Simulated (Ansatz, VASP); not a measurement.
# Ru (Ruthenium): VASP beside Ansatz

Wanted: the spread between two codes on one cell, functional and k mesh. The cell is taken from a series of runs on this material, whose earlier steps may have relaxed, scaled, displaced or heated it; both programs get it as it stands.

Main program and level: Ansatz 0.2.0; plane waves, with VASP 6.6.1 beside it; relaxation of cell and atoms at PBE.

## (1) Starting point

It takes space group P6_3/mmc (No. 194, hexagonal). Conventional cell: a = 2.721 Å, b = 2.721 Å, c = 4.293 Å, α = 90.00°, β = 90.00°, γ = 120.00°. Nearest to Ru lie 12 Ru at 2.66 to 2.72 Å.

Structure file:

```xyz
2
Lattice="2.7214 0.0000 0.0000 -1.3607 2.3568 0.0000 0.0000 0.0000 4.2931" Properties=species:S:1:pos:R:3 pbc="T T T"
Ru    0.0000    1.5712    1.0733
Ru    1.3607    0.7856    3.2198
```

## (2) VASP: relaxation of cell and atoms, PBE

The relaxed volume is the usual yardstick between codes: in a stiff, nearly cubic crystal its relative difference is about their pressure difference at one cell divided by the bulk modulus.

Lines of VASP's logs that name or quote its potential files are left out, and so is its time.

The input, INCAR:

```
SYSTEM = Ru
PREC = Accurate
ENCUT = 500
EDIFF = 1E-07
NELM = 120
ISMEAR = 1
SIGMA = 0.2
LREAL = .FALSE.
ALGO = Normal
GGA = PE
NBANDS = 20
LASPH = .TRUE.
LORBIT = 11
LWAVE = .FALSE.
LCHARG = .FALSE.
ISIF = 3
IBRION = 2
NSW = 80
EDIFFG = -0.005
GGA_COMPAT = .FALSE.
NELMIN = 4
KPAR = 2
```

The input, POSCAR:

```
Ru
1.0
    2.7213600000      0.0000000000      0.0000000000
   -1.3606800000      2.3567670000      0.0000000000
    0.0000000000      0.0000000000      4.2930790000
Ru
2
Direct
    0.3333333333      0.6666666667      0.2500000582
    0.6666666667      0.3333333333      0.7499999418
```

The input, KPOINTS:

```
Automatic mesh
0
Gamma
21 21 12
0 0 0
```

PAW data sets: Ru_pv (PBE family, release 64).

Started as:

```sh
$ mpirun -np 2 vasp_std
```

Numbers of over 12 decimals in the logs are rounded to 6 here.

The log of the run:

```text
[banner, memory and clock lines left out]
running    2 mpi-ranks, on    1 nodes
 distrk:  each k-point on    1 cores,    2 groups
 distr:  one band on    1 cores,    1 groups

 POSCAR found type information on POSCAR Ru
 POSCAR found :  1 types and       2 ions
 LDA part: xc-table for (Slater+PW92), standard interpolation
 POSCAR, INCAR and KPOINTS ok, starting setup
 FFT: planning ... GRIDC
 FFT: planning ... GRID_SOFT
 FFT: planning ... GRID
 WAVECAR not read
 entering main loop
       N       E                     dE             d eps       ncg     rms          rms(c)
DAV:   1     0.282049677818E+03    0.28205E+03   -0.17392E+04 13460   0.151E+03
DAV:   2    -0.139543208335E+02   -0.29600E+03   -0.28774E+03 13760   0.454E+02
DAV:   3    -0.197820889306E+02   -0.58278E+01   -0.57787E+01 15432   0.711E+01
DAV:   4    -0.198283995799E+02   -0.46311E-01   -0.46281E-01 17400   0.595E+00
DAV:   5    -0.198290326608E+02   -0.63308E-03   -0.63123E-03 15300   0.598E-01    0.172E+01
DAV:   6    -0.185503789333E+02    0.12787E+01   -0.30299E+00 15096   0.175E+01    0.445E+00
DAV:   7    -0.184743450509E+02    0.76034E-01   -0.36767E-01 15620   0.478E+00    0.106E+00
DAV:   8    -0.184680150509E+02    0.63300E-02   -0.22342E-02 14932   0.102E+00    0.258E-01
DAV:   9    -0.184676948575E+02    0.32019E-03   -0.14127E-03 15476   0.408E-01    0.323E-02
DAV:  10    -0.184676994110E+02   -0.45536E-05   -0.10898E-04 15016   0.109E-01    0.278E-02
DAV:  11    -0.184676945884E+02    0.48226E-05   -0.16950E-05 15392   0.391E-02    0.154E-03
DAV:  12    -0.184676945160E+02    0.72369E-07   -0.14122E-07 11544   0.372E-03
   1 F= -.18467695E+02 E0= -.18467128E+02  d E =-.184677E+02
 curvature:   0.00 expect dE= 0.000E+00 dE for cont linesearch  0.000E+00
 trial: gam= 0.00000 g(F)=  0.571E-41 g(S)=  0.275E-04 ort = 0.000E+00 (trialstep = 0.100E+01)
 search vector abs. value=  0.275E-04
 bond charge predicted
       N       E                     dE             d eps       ncg     rms          rms(c)
DAV:   1    -0.184685445336E+02   -0.84995E-03   -0.18682E-02 13912   0.152E+00    0.243E-01
DAV:   2    -0.184676741091E+02    0.87042E-03   -0.24964E-03 14524   0.485E-01    0.404E-02
DAV:   3    -0.184676580507E+02    0.16058E-04   -0.13796E-04 14728   0.101E-01    0.233E-02
DAV:   4    -0.184676714643E+02   -0.13414E-04   -0.92704E-06 15480   0.278E-02    0.356E-03
DAV:   5    -0.184676714746E+02   -0.10295E-07   -0.11637E-06 15120   0.102E-02    0.180E-03
DAV:   6    -0.184676712837E+02    0.19095E-06   -0.19266E-07 11080   0.418E-03    0.427E-04
DAV:   7    -0.184676712105E+02    0.73148E-07   -0.51933E-09  8524   0.644E-04
   2 F= -.18467671E+02 E0= -.18467102E+02  d E =0.233055E-04
 trial-energy change:    0.000023  1 .order    0.000025   -0.000028    0.000078
 step:   0.2828(harm=  0.2609)  dis= 0.00000  next Energy=   -18.467698 (dE=-0.393E-05)
 bond charge predicted
       N       E                     dE             d eps       ncg     rms          rms(c)
DAV:   1    -0.184681506258E+02   -0.47934E-03   -0.96462E-03 14072   0.109E+00    0.173E-01
DAV:   2    -0.184677106412E+02    0.43998E-03   -0.12926E-03 13864   0.348E-01    0.289E-02
DAV:   3    -0.184676988684E+02    0.11773E-04   -0.68174E-05 14584   0.716E-02    0.163E-02
DAV:   4    -0.184676985339E+02    0.33457E-06   -0.46327E-06 15204   0.195E-02    0.247E-03
DAV:   5    -0.184676986207E+02   -0.86844E-07   -0.45904E-07 15068   0.641E-03
   3 F= -.18467699E+02 E0= -.18467131E+02  d E =-.410468E-05
 curvature:  -0.13 expect dE=-0.544E-07 dE for cont linesearch -0.451E-07
 trial: gam=-0.09693 g(F)=  0.289E-40 g(S)=  0.417E-06 ort = 0.308E-05 (trialstep = 0.857E+00)
 search vector abs. value=  0.782E-07
 reached required accuracy - stopping structural energy minimisation
```

OUTCAR, selected parts (step 2):

```text
ion  position               nearest neighbor table
   1  0.333  0.667  0.250-   2 2.66   2 2.66   2 2.66   2 2.66   2 2.66   2 2.66
   2  0.667  0.333  0.750-   1 2.66   1 2.66   1 2.66   1 2.66   1 2.66   1 2.66

  LATTYP: Found a hexagonal cell.
 ALAT       =     2.7213600000
 C/A-ratio  =     1.5775490931

 Subroutine GETGRP returns: Found 24 space group operations
 (whereof 12 operations were pure point group operations)

The static configuration has the point symmetry D_3d.
 The point group associated with its full space group is D_6h.

 Found    336 irreducible k-points:

   k-points           NKPTS =    336   k-points in BZ     NKDIM =    336   number of bands    NBANDS=     20

   dimension x,y,z NGX =    20 NGY =   20 NGZ =   32
   dimension x,y,z NGXF=    40 NGYF=   40 NGZF=   64

   ENCUT  =  500.0 eV  36.75 Ry    6.06 a.u.   4.96  4.96  7.83*2*pi/ulx,y,z

   NELECT =      28.0000    total number of electrons

 k-points in reciprocal lattice and weights: Automatic mesh
   0.00000000  0.00000000  0.00000000       0.000
   0.04761905  0.00000000  0.00000000       0.001
   0.09523810  0.00000000  0.00000000       0.001
   0.14285714  0.00000000  0.00000000       0.001
   0.19047619  0.00000000  0.00000000       0.001
   0.23809524  0.00000000  0.00000000       0.001
   0.28571429  0.00000000  0.00000000       0.001
   0.33333333  0.00000000  0.00000000       0.001
   0.38095238  0.00000000  0.00000000       0.001
[...]
0.33333333  0.28571429  0.50000000       0.002
   0.33333333  0.33333333  0.50000000       0.000

 average (electrostatic) potential at core
       1 -67.4430       2 -67.4430

 E-fermi :  12.6056

 k-point     1 :       0.0000    0.0000    0.0000
  band No.  band energies     occupation
    ...
     11      10.2528      2.00000
     12      10.7235      2.00000
     13      10.7235      2.00000
     14      11.2087      2.00000
     15      11.2087      2.00000
     16      13.7514     -0.00000
     17      13.7514     -0.00000
     18      13.9099     -0.00000
     19      22.7753      0.00000
     20      23.0308      0.00000

 k-point     2 :       0.0476    0.0000    0.0000
  band No.  band energies     occupation
    ...
     11      10.4201      2.00000
     12      10.6865      2.00000
     13      10.7850      2.00000
     14      11.1311      2.00000
     15      11.1571      2.00000
     16      12.8766     -0.06657
     17      13.7840     -0.00000
     18      14.8945     -0.00000
     19      22.7639      0.00000
     20      23.0331      0.00000

 k-point     3 :       0.0952    0.0000    0.0000
  band No.  band energies     occupation
    ...
     12      10.6960      2.00000
     13      10.8546      2.00000
     14      10.9668      2.00000
     15      11.0150      2.00000
     16      12.1235      2.00342
     17      13.8704     -0.00000
     18      16.0234     -0.00000
     19      22.7276      0.00000
     20      23.0372      0.00000

  Total       -0.0009228     -0.0009228     -0.0039502      0.0000000      0.0000000     -0.0000000
  in kB       -0.0537193     -0.0537193     -0.2299465      0.0000000      0.0000000     -0.0000000
  external PRESSURE =      -0.1124617 kB  Pullay stress =       0.0000000 kB

  energy-cutoff  :      500.00
  volume of cell :       27.52
      direct lattice vectors                 reciprocal lattice vectors
     2.721058911 -0.000000000 -0.000000000     0.367503988  0.212178516 -0.000000000
    -1.360529455  2.356506249 -0.000000000     0.000000000  0.424357033 -0.000000000
     0.000000000  0.000000000  4.292353158     0.000000000  0.000000000  0.232972443

 POSITION                                       TOTAL-FORCE (eV/Angst)
 -----------------------------------------------------------------------------------
     -0.00000      1.57100      1.07309        -0.000000      0.000000      0.000000
      1.36053      0.78550      3.21926         0.000000     -0.000000     -0.000000
 -----------------------------------------------------------------------------------
    total drift:                               -0.000108     -0.000188     -0.000006

  FREE ENERGIE OF THE ION-ELECTRON SYSTEM (eV)
  ---------------------------------------------------
  free  energy   TOTEN  =       -18.4676986207 eV

  energy  without entropy=      -18.4659960686  energy(sigma->0) =      -18.46713110

 reached required accuracy - stopping structural energy minimisation

 total charge
# of ion       s       p       d       tot
------------------------------------------
    1        0.401   6.304   5.937  12.642
    2        0.401   6.304   5.937  12.642
--------------------------------------------------
tot          0.801  12.609  11.874  25.284

[... 3 further parts left out ...]
```

CONTCAR:

```
Ru
   1.00000000000000
     2.7210589105509837   -0.0000000000000000   -0.0000000000000000
    -1.3605294552754919    2.3565062488527735   -0.0000000000000000
     0.0000000000000000    0.0000000000000000    4.2923531579414602
  Ru
     2
Direct
     0.3333333332999970    0.6666666667000030    0.2500000582000013
     0.6666666667000030    0.3333333332999970    0.7499999417999987
```

The run keeps the 24 symmetry operations of its start, so it cannot find a distortion of lower symmetry.

## (3) Ansatz: relaxation of cell and atoms, PBE

Ansatz runs on its default PAW (the set named soft_2) files.

The same cell, functional, mesh and smearing now go to Ansatz, which takes its cutoff from its data sets.

The input, input.yaml:

```yaml
crystal:
  lattice:
    - [2.7213598841, 0.0, 0.0]
    - [-1.3606799421, 2.3567667925, 0.0]
    - [0.0, 0.0, 4.2930790971]
  atoms:
    - { symbol: Ru, position: [0.3333333333, 0.6666666667, 0.25] }
    - { symbol: Ru, position: [0.6666666667, 0.3333333333, 0.75] }
kpoints:
  mp_grid: { grid: [21, 21, 12] }
hamiltonian:
  xc: pbe
scf:
  occupations: { method: methfessel_paxton, width: 0.2 }
output:
  forces: true
  stress: true
  eigenvalues: true
relax:
  adjacent_minimum: "off"
  f_tol: 0.001
  max_steps: 60
  cell: { stress_tol: 0.01 }
```

Started as:

```sh
$ ansatz run input.yaml --threads 4 --pin off --max-ram 14336MiB --backend cpu --events-out ev --progress --plain --runs-dir out
```

The log of the run:

```text
Engine: ansatz 0.2.0, aarch64-unknown-linux-gnu
Pseudopotentials: kind: paw
Pseudopotential: Ru, paw, valence charge 16, recommended cutoff 420 eV (normal), Ru.paw.azcp
Functional definition: PBE
  parameter kappa = 0.804
  parameter beta = 0.066725
  exchange = pbe_x(kappa = kappa, mu = beta*pi^2/3)
  correlation = pbe_c(beta = beta)
Crystal: 2 atoms, lattice volume = 27.534 Å³
Basis set: ecut = 420 eV, 537 PW (Γ), exchange–correlation on 40×40×60 points (8 copies of the dense FFT grid, shifted against one another)
Bands: 20, of which v1, the nominal top of the filled ones, is band 16 counted from 1 (15 counted from 0)
Symmetry: 24 space group operations
Space group: P63/mmc (ITA 194), of the structure as read, at distance tolerance 3.0e-5 Å
k-points: 336 of 5292
Non-local potential: Ru, projectors of the file, l = 0: 3, l = 1: 2, l = 2: 2, l = 3: 1
PAW form: soft (Blöchl's): semilocal exchange-correlation on the pseudo side does not see the compensation charge
PAW one-centre angular grid: Ru, 590 points (default); XC on 64 Gauss nodes
Initial density: superposition of atomic densities (neutral atoms: chi_scale 0, normalization atom), corrected by the library's trained network
Initial wavefunctions: pseudopotential atomic-orbital guess
Functional: x = pbe(κ = 0.804, μ = 0.219515), c = pbe(β = 0.066725)
SCF iter   1: F=—  HF=-11757.373128 eV  |F-HF|=—  |Δ(HF+E_count)|=         —  Δρ=6.41e-3  dr2=2.25e-3  ethr=1.77e-3  ⟨swp⟩=5.0  Hψ=59723  notcnv=0  defer=35
automatic band count: the SCF goes on with 24 bands, as 20 were too few: the levels above may hold too much charge
preconditioner: auto → none  [metal: Δε(μ)=0.002 eV  Ē_g=11.377 eV  σ=0.200 eV  W_gap=0.01  n_scr=8 (ndim 8)  ℏωp=28.3 eV  f_vac=0.000  D(μ)=1.81/eV (n_scr^D=22)  sad-step TF]
SCF iter   2: F=—  HF=-11757.375211 eV  |F-HF|=—  |Δ(HF+E_count)|=   2.08e-3  S|Δr|=    0.00e0  Δρ=3.76e-3  dr2=8.08e-4  ethr=7.03e-6  ⟨swp⟩=2.0  Hψ=14009  notcnv=0  defer=35
SCF iter   3: F=—  HF=-11757.376327 eV  |F-HF|=—  |Δ(HF+E_count)|=   1.12e-3  S|Δr|=    0.00e0  Δρ=2.89e-4  dr2=7.87e-6  ethr=2.53e-6  ⟨swp⟩=2.2  Hψ=10351  notcnv=0  defer=35
SCF iter   4: F=—  HF=-11757.376292 eV  |F-HF|=—  |Δ(HF+E_count)|=   3.54e-5  S|Δr|=    0.00e0  Δρ=1.21e-4  dr2=6.77e-7  ethr=2.46e-8  ⟨swp⟩=2.0  Hψ=12681  notcnv=0  defer=35
SCF iter   5: F=-11757.376293 eV  HF=-11757.376293 eV  |F-HF|=1.32e-7  |Δ(HF+E_count)|=   1.18e-6  S|Δr|=    0.00e0  Δρ=3.77e-5  dr2=4.90e-8  ethr=3.13e-10  ⟨swp⟩=7.2  Hψ=35575  notcnv=0
SCF 1 converged in 5 iterations: F = -11757.376293 eV  dr2 = 4.90e-8
  greatest PAW one-centre occupation: 0.998 electrons in one spin orbital (limit 2), on the Ru atom at site 1 (counted from 0), in its partial waves of l = 0
relax step   1: F+E_penalty+E_count = -11757.37629341 eV  Δ(F+E_penalty+E_count) = +0.000e0 eV  max|allowed force component| = 3.007e-17 eV/Å  Δτ_max = 0.0000 Å  P = -0.041 GPa  Ω = 27.534 Å³  (5 SCF iters, dr2 threshold 1.00e-7 eV, accepted)
[...]
relax step   2: F+E_penalty+E_count = -11757.37629699 eV  Δ(F+E_penalty+E_count) = -3.580e-6 eV  max|allowed force component| = 1.018e-16 eV/Å  Δτ_max = 0.0000 Å  P = +0.042 GPa  Ω = 27.527 Å³  energy of the carried Pulay correction = +3.260e-6 eV  (3 SCF iters, dr2 threshold 1.79e-8 eV, accepted)
[...]
relax step   3: F+E_penalty+E_count = -11757.37629599 eV  Δ(F+E_penalty+E_count) = +9.929e-7 eV  max|allowed force component| = 3.007e-17 eV/Å  Δτ_max = 0.0000 Å  P = -0.001 GPa  Ω = 27.531 Å³  energy of the carried Pulay correction = +1.601e-6 eV  (2 SCF iters, dr2 threshold 1.19e-8 eV, accepted)
[...]
relax step   4: F+E_penalty+E_count = -11757.37629462 eV  Δ(F+E_penalty+E_count) = +1.377e-6 eV  max|allowed force component| = 3.932e-17 eV/Å  Δτ_max = 0.0000 Å  P = -0.000 GPa  Ω = 27.531 Å³  stress off target by 7.75e-4 GPa  SCF on the basis re-selected at this cell (its energy is not comparable with the rows above)  (4 SCF iters)
basis re-selected at this cell: Δ(F+E_penalty+E_count) = +1.377e-6 eV, ΔP = +0.000 GPa vs the last step (what re-selecting the basis moved, of the pressure what is left beyond the Pulay correction that the steps carried, after the strain that the cell walked since its last selection, with what the two solves' SCF thresholds leave and, on support functions, any second-order correction that the steps lacked; it is no m [...]
SCF converged after 4 iterations
Stability not checked: this state was not tested for a lower state beside it, because cold or Methfessel-Paxton smearing, or corrected tetrahedra, fill the levels in a way that the test cannot read (fill_not_monotonic; see scf.lower_state_search)
Free energy (F): -11757.376295 eV
Harris-Foulkes:  -11757.376295 eV  (|F-HF|=3.64e-12)
Internal energy: -11757.374597 eV  (E = F + TS)
E sigma→0 (E₀):  -11757.375870 eV
Entropy (-TS):   -0.001698 eV (-0.849 meV/atom)
Fermi energy:    23.139152 eV
--- Per-component energies (eV) ---
  E_band       = -117.474130
  E_kinetic    = 1027.676830
  E_local      = -2544.316243  (includes V_loc(G=0)·N_el)
  E_nonlocal   = 685.793335
  E_hartree    = 817.391488
  E_xc         = -381.012525
  E_vxc        = -478.344428  (∫ρ·V_xc dr)
  E_paw        = -6921.289587  (= ΣΔE_a)
  E_vpaw       = -443.066211  (= ΣTr[D̂ρ^β])
  E_aug_tail   = -0.000379  (compensation charges beyond the density's cutoff)
  E_ewald      = -4441.617516
  E_smearing   = -0.001698  (= −TS)
  E_closure    = -0.000000  (closes the sum)
  Σ components = -11757.376295   (vs F -11757.376295, Δ=0.00e0)
--- Forces (eV/Å), atoms counted from 1 ---
  atom   1  Ru    -0.00000000    -0.00000000    -0.00000000
  atom   2  Ru     0.00000000     0.00000000     0.00000000
  max |Σ_I F_I| component: 4.63e-18 eV/Å
--- Stress (GPa, compression-positive) ---
       -0.000775      -0.000000       0.000000
        0.000000      -0.000775       0.000000
        0.000000       0.000000       0.000132
  P = ⅓ Tr σ = -0.0005 GPa (-0.005 kbar)
--- Band table (eV; the first three rows and the last of 336) ---
  k-point 0: bands = [... 12 lower, 20.7853, 21.2549, 21.2549, 21.7403, 21.7403, 24.2868, 24.2868, 24.4409, ... 4 higher]
  k-point 1: bands = [... 12 lower, 20.7462, 21.2080, 21.2080, 21.8525, 21.8525, 24.1727, 24.2925, 24.2925, ... 4 higher]
  k-point 2: bands = [... 12 lower, 20.6378, 21.0809, 21.0809, 22.1336, 22.1336, 23.4851, 24.2946, 24.2946, ... 4 higher]
  k-point 335: bands = [... 12 lower, 20.4584, 20.4584, 21.9717, 21.9717, 24.3230, 24.3230, 31.4346, 31.4346, ... 4 higher]
--- Relaxed structure (3 steps of the walk, 3 accepted, 1 SCFs on fresh bases) ---
  F+E_penalty+E_count = -11757.37629462 eV   max|allowed force component| = 3.932e-17 eV/Å   (the final SCF, on the basis selected at the relaxed cell)
  cell:  # Å, volume = 27.5307 Å³
    - [2.721379, 2.8867722294339858e-11, 0]
    - [-1.360689, 2.356783, 0]
    - [0, 0, 4.292487]
  atoms:
    - { symbol: Ru, position: [0.333333, 0.666667, 0.250000] }
    - { symbol: Ru, position: [0.666667, 0.333333, 0.75] }
```

In the SCF lines HF is the Harris–Foulkes energy and dr2 the Hartree energy of the density residual, in eV; the loop may stop once dr2 is under the threshold and the program's other checks hold. Hψ counts applications of the Hamiltonian.

## (4) Side by side

Known differences besides the potentials themselves: the data sets hold 32 valence electrons in Ansatz (on its default PAW (the set named soft_2) files) and 28 in VASP; the cutoff is 420 eV in Ansatz and 500 eV in VASP; Ansatz adds a Pulay correction to the stress that steers its cell, VASP none. Total energies have different zeros and are not compared.

Both answers:

```csv
quantity,Ansatz,VASP,difference
volume (Å³),27.53,27.52,+0.03 %
"edge a after relaxation, in the typed setting (Å)",2.721,2.721,+0.01 %
"edge c after relaxation, in the typed setting (Å)",4.293,4.292,+0.00 %
```

## (5) What came out

```yaml
difference_in_volume_relaxation_of_cell_and_atoms_pbe: 0.027 %
```

What this shows: The difference in volume is 0.027 % (relaxation of cell and atoms, PBE), within the 1.2 % picked in this series as the mark of a large difference, as far as the stopping tolerances let one tell. The data sets hold unlike numbers of valence electrons (32 in Ansatz and 28 in VASP), so part of the differences comes from the potentials. How closely two codes agree says nothing of how well the functional describes the real material.

[Lines on the potential files, build, host, timing and source positions are cut from VASP's logs without a mark.]

[Logs are printed without paths, hosts, clocks, repeated set-up lines and the standing remarks that a program may print on its own settings, such as how far it seeks lower states.]

[Hosts, paths, dates, database ids (printed as entryN), source tags and the programs' standing remarks are cut or masked in the printed files.]
